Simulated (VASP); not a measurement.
Input:

```
CELL_PARAMETERS angstrom
      1.50224    -2.60195     0.00000
      1.50224     2.60195     0.00000
      0.00000     0.00000    10.90048
ATOMIC_POSITIONS crystal
  Mo 0.33333 0.66667 0.25000
  Mo 0.66667 0.33333 0.75000
  S  0.33333 0.66667 0.89341
  S  0.66667 0.33333 0.39341
  S  0.66667 0.33333 0.10659
  S  0.33333 0.66667 0.60659
```

Level of theory: r2SCAN meta-GGA, VASP's PBE PAW potentials (set 64) (plane waves; VASP). Settings: 500 eV cut-off, 8×8×2 Γ-centred mesh, Gaussian smearing of 0.050 eV, potentials Mo_sv S.

**Question.** Estimate the energy per atom (σ→0), pressure.

**Answer.** 
energy per atom (σ→0): -14.721 eV/atom
pressure: 30.07 GPa

The absolute energy has meaning only against runs of the same code, potentials and settings.

The compound is MoS2 in the 2H layered structure. It was relaxed first under an external pressure of 30 GPa.
